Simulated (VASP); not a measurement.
Input:

```yaml
crystal:
  lattice:
    - [1.90394, -5.03124, 0.00000]
    - [1.90394, 5.03124, 0.00000]
    - [0.00000, 0.00000, 3.75214]
  atoms:
    - { symbol: P, position: [0.56400, 0.43600, 0.25000] }
    - { symbol: P, position: [0.43600, 0.56400, 0.75000] }
    - { symbol: Cu, position: [0.85475, 0.14525, 0.25000] }
    - { symbol: Cu, position: [0.14525, 0.85475, 0.75000] }
```

The numbers are results of PBE GGA, VASP's PBE PAW potentials (set 64) (plane waves; VASP), not measurements. Numerical set-up: 400 eV cut-off, 11×11×9 Γ-centred mesh, Gaussian smearing of 0.050 eV, potentials P Cu.

Problem. Give the force on each atom (eV/Å).

Solution. 
```csv
atom,Fx,Fy,Fz
P1,0.000,-1.083,0.000
P2,0.000,1.083,0.000
Cu3,0.000,0.116,0.000
Cu4,0.000,-0.116,0.000
```

Problem. Give the stress tensor in GPa (positive for a compressed cell).

Solution. 
```
-10.10    0.00    0.00
  0.00  -10.12    0.00
  0.00    0.00   -8.19
```
The pressure is its mean diagonal, -9.47 GPa.

The structure was generated: CuP was put into the CrB type (Cmcm), which need not be its known phase. The cell was not relaxed at this level. The run is one of a series of settings (KPOINTS 11×11×9 Γ-centred mesh against the base run), some of them coarse on purpose.
